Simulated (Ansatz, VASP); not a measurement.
# Sc in two plane-wave programs, part 2 of 2

One calculation is typed for both programs; each brings its own data sets. How far apart do they land? The structure shown is the end of the Ansatz relaxation below.

VASP 6.6.1 and Ansatz 0.2.0.

So far. Step 3 (VASP: single point, PBEsol, pair 1): The run ends at a pressure of -3.03 GPa.

## 6. VASP: single point, PBEsol, pair 2 (continued)

Level of this step: PBEsol; plane waves and PAW (Sc_sv) (VASP).

Numbers of over 12 decimals in the logs are rounded to 6 here.

From OUTCAR (step 6):

```text
  Total       -0.0029926     -0.0029926      1.1614880      0.0000000      0.0000000      0.0000000
  in kB       -0.1039143     -0.1039143     40.3311678      0.0000000      0.0000000      0.0000000
  external PRESSURE =      13.3744464 kB  Pullay stress =       0.0000000 kB

 POSITION                                       TOTAL-FORCE (eV/Angst)
 -----------------------------------------------------------------------------------
      0.00000      1.90824      1.21928        -0.000000      0.000000      0.000000
      1.65259      0.95412      3.65785         0.000000     -0.000000      0.000000
 -----------------------------------------------------------------------------------
    total drift:                               -0.000276      0.000159     -0.000007

  FREE ENERGIE OF THE ION-ELECTRON SYSTEM (eV)
  ---------------------------------------------------
  free  energy   TOTEN  =       -13.1870687977 eV

  energy  without entropy=      -13.1844040771  energy(sigma->0) =      -13.18618056

[... 1 part as in an earlier step ...]

[... 2 further parts left out ...]
[key lines of the parts left out:]
E-fermi :   3.9452
```

The run ends at a pressure of 1.34 GPa.

## 7. Comparison

Both answers:

```
      quantity  Ansatz  VASP  difference
pressure (GPa)    1.34  1.34       +0.01
```

## 8. Ansatz: relaxation, PBEsol

This run makes the geometry at which the two programs are then compared. The cell compared in this pair holds 46.42 Å³, against 46.14 Å³ for the pair before.

The structure compared here is the end of the Ansatz relaxation.

input.yaml

```yaml
crystal:
  lattice:
    - [3.291061983, 0.0, 0.0]
    - [-1.6455309915, 2.8501432827, 0.0]
    - [0.0, 0.0, 4.9279408125]
  atoms:
    - { symbol: Sc, position: [0.3333333321, 0.6666666679, 0.25] }
    - { symbol: Sc, position: [0.6666666679, 0.3333333321, 0.75] }
kpoints:
  mp_grid: { grid: [15, 15, 8] }
hamiltonian:
  xc: pbesol
  pseudopotentials: { kind: paw, azcp: { folder: soft_1 }, xc_functional: pbe }
scf:
  occupations: { method: methfessel_paxton, width: 0.2 }
output:
  forces: true
  stress: true
  eigenvalues: true
relax:
  adjacent_minimum: "off"
  f_tol: 0.001
  max_steps: 60
  cell: { stress_tol: 0.01, fix: [c, angles] }
```

The run is started by

```
$ ansatz run input.yaml --threads 4 --pin off --max-ram 10240MiB --backend cpu --events-out ev --progress --plain --runs-dir out
```

The log of the run:

```text
[...]
Crystal: 2 atoms, lattice volume = 46.224 Å³
Basis set: ecut = 420 eV, 929 PW (Γ), exchange–correlation on 48×48×72 points (8 copies of the dense FFT grid, shifted against one another)
Bands: 15, of which v1, the nominal top of the filled ones, is band 11 counted from 1 (10 counted from 0)
Symmetry: 8 space group operations
k-points: 320 of 1800
[...]
k-point 319: bands = [... 7 lower, -17.8944, 8.1373, 8.1373, 9.8306, 9.8306, 11.1060, 11.1060, 12.1004]
--- Relaxed structure (3 steps of the walk, 3 accepted, 1 SCFs on fresh bases) ---
[...]
cell:  # Å, volume = 46.4194 Å³
    - [3.298007, 4.935333371811e-19, 0]
    - [-1.649003, 2.856158, 0]
    - [0, 0, 4.9279408125]
  atoms:
    - { symbol: Sc, position: [0.333333, 0.666667, 0.25] }
    - { symbol: Sc, position: [0.666667, 0.333333, 0.750000] }
[key lines of the parts left out:]
SCF converged after 5 iterations
Free energy (F): -4222.730089 eV
Fermi energy:    9.694386 eV
P = ⅓ Tr σ = 0.9957 GPa (9.957 kbar)
```

## 9. VASP: single point, PBEsol, pair 3

The same cell, functional, mesh and smearing now go to VASP, with its own data sets.

INCAR

```
SYSTEM = Sc
PREC = Accurate
ENCUT = 500
EDIFF = 1E-06
NELM = 120
ISMEAR = 1
SIGMA = 0.2
LREAL = .FALSE.
ALGO = Normal
GGA = PS
NBANDS = 17
LASPH = .TRUE.
LORBIT = 11
LWAVE = .FALSE.
LCHARG = .FALSE.
ISIF = 2
GGA_COMPAT = .FALSE.
KPAR = 2
```

POSCAR

```
Sc
1.0
    3.2980066817      0.0000000000      0.0000000000
   -1.6490033409      2.8561575682      0.0000000000
    0.0000000000      0.0000000000      4.9279408125
Sc
2
Direct
    0.3333334426      0.6666665574      0.2500000000
    0.6666665574      0.3333334426      0.7500000000
```

KPOINTS

```
Automatic mesh
0
Gamma
15 15 8
0 0 0
```

The projector-augmented-wave data sets are Sc_sv (PBE family, release 64).

The run is started by

```
$ mpirun -np 2 vasp_std
```

The log of the run:

```text
[... set-up lines as in an earlier step ...]
 entering main loop
       N       E                     dE             d eps       ncg     rms          rms(c)
DAV:   1     0.353188820310E+03    0.35319E+03   -0.10863E+04  4606   0.135E+03
DAV:   2     0.527045964860E+01   -0.34792E+03   -0.34191E+03  5766   0.572E+02
DAV:   3    -0.142524787979E+02   -0.19523E+02   -0.18813E+02  7501   0.163E+02
DAV:   4    -0.146409628394E+02   -0.38848E+00   -0.38574E+00  6651   0.201E+01
[...]
DAV:  11    -0.131977477766E+02    0.22477E-05   -0.17276E-06  4917   0.184E-02    0.159E-03
DAV:  12    -0.131977488285E+02   -0.10519E-05   -0.33697E-07  3889   0.112E-02    0.853E-04
DAV:  13    -0.131977486193E+02    0.20917E-06   -0.11095E-07  3340   0.613E-03
   1 F= -.13197749E+02 E0= -.13196763E+02  d E =-.295653E-02
```

Parts of OUTCAR (step 9):

```text
  Total       -0.0002081     -0.0002081      0.8652000      0.0000000      0.0000000      0.0000000
  in kB       -0.0071843     -0.0071843     29.8626218      0.0000000      0.0000000      0.0000000
  external PRESSURE =       9.9494178 kB  Pullay stress =       0.0000000 kB

 POSITION                                       TOTAL-FORCE (eV/Angst)
 -----------------------------------------------------------------------------------
      0.00000      1.90410      1.23199         0.000000     -0.000000      0.000000
      1.64900      0.95205      3.69596        -0.000000      0.000000      0.000000
 -----------------------------------------------------------------------------------
    total drift:                               -0.000492      0.000284     -0.000145

  FREE ENERGIE OF THE ION-ELECTRON SYSTEM (eV)
  ---------------------------------------------------
  free  energy   TOTEN  =       -13.1977486193 eV

  energy  without entropy=      -13.1947920875  energy(sigma->0) =      -13.19676311

[... 1 part as in an earlier step ...]

[... 2 further parts left out ...]
[key lines of the parts left out:]
E-fermi :   3.9136
```

The run ends at a pressure of 0.99 GPa.

## 10. Differences

Compared:

```
      quantity  Ansatz  VASP  difference
pressure (GPa)    1.00  0.99        0.00
```

## 11. Outcome

| Quantity | Value |
| --- | --- |
| difference in pressure (single point, PBEsol, pair 1) | 0.0071 GPa |
| difference in pressure (single point, PBEsol, pair 2) | 0.0072 GPa |
| difference in pressure (single point, PBEsol, pair 3) | 7.7e-4 GPa |

The difference in pressure is 0.0072 GPa (single point, PBEsol, pair 2), within the 1 GPa picked in this series as the mark of a large difference. 5 further runs of this series are not shown here. How closely two codes agree says nothing of how well the functional describes the real material.

[Lines on the potential files, build, host, timing and source positions are cut from VASP's logs without a mark.]

[Logs are printed without paths, hosts, clocks, repeated set-up lines and the standing remarks that a program may print on its own settings, such as how far it seeks lower states.]

[Hosts, paths, dates, database ids (printed as entryN), source tags and the programs' standing remarks are cut or masked in the printed files.]
